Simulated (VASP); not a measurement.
Here is a VASP 6.6.1 calculation.

INCAR

```
SYSTEM = La2AgSb4Au
PREC     = Accurate       ! precision mode
ENCUT    = 600            ! plane-wave cutoff, eV
EDIFF    = 1E-6           ! SCF threshold, eV
ISMEAR   = 1              ! smearing method
SIGMA    = 0.1            ! smearing width, eV
LREAL    = .FALSE.        ! projectors in reciprocal space
LASPH    = .TRUE.         ! aspherical terms in the spheres
NELM     = 80             ! most SCF steps
ALGO     = Normal         ! electronic algorithm
ISIF     = 3              ! what is computed and relaxed
LWAVE    = .FALSE.        ! write WAVECAR
LCHARG   = .FALSE.        ! write CHGCAR
GGA      = CA             ! functional
IBRION   = 2              ! ionic algorithm
NSW      = 90             ! ionic steps
EDIFFG   = -0.01          ! ionic threshold
LUSENCCL = .FALSE.
```

The input KPOINTS:

```
Automatic mesh
0
G
  6 6 4
  0 0 0
```

File POSCAR:

```
La2AgSb4Au
1.0
    4.3711527700     -4.3711527700      0.0000000000
    4.3711527700      4.3711527700      0.0000000000
    0.0000000000      0.0000000000     10.9856205400
La Au Ag Sb
4 2 2 8
Direct
    0.7500000000      0.2500000000      0.2629930000
    0.2500000000      0.7500000000      0.2629930000
    0.2500000000      0.2500000000      0.7370070000
    0.7500000000      0.7500000000      0.7370070000
    0.0000000000      0.0000000000      0.0000000000
    0.0000000000      0.5000000000      0.0000000000
    0.5000000000      0.5000000000      0.0000000000
    0.5000000000      0.0000000000      0.0000000000
    0.7500000000      0.2500000000      0.8333123600
    0.2500000000      0.7500000000      0.8333123600
    0.2500000000      0.2500000000      0.1666876400
    0.7500000000      0.7500000000      0.1666876400
    0.0000000000      0.0000000000      0.5000000000
    0.5000000000      0.5000000000      0.5000000000
    0.0000000000      0.5000000000      0.5000000000
    0.5000000000      0.0000000000      0.5000000000
```

Potentials or basis: VASP PAW LDA potentials, release 64 (La, Au, Ag, Sb).

Launch:

```bash
$ cat potpaw_LDA.64/La/POTCAR potpaw_LDA.64/Au/POTCAR potpaw_LDA.64/Ag/POTCAR potpaw_LDA.64/Sb/POTCAR > POTCAR
$ mpirun -np 1 vasp_std > vasp.out
```

(1) Estimate the band gap on the k mesh.

(2) Predict the relaxed cell.

(3) What does it give for the space group after relaxing (to 0.05 Å)?

Results:

(1) none (metal or under the smearing width).

(2) a = 6.159 Å, b = 6.164 Å, c = 10.464 Å, α = 90.00°, β = 90.00°, γ = 90.00°.

(3) Pccm (No. 49).
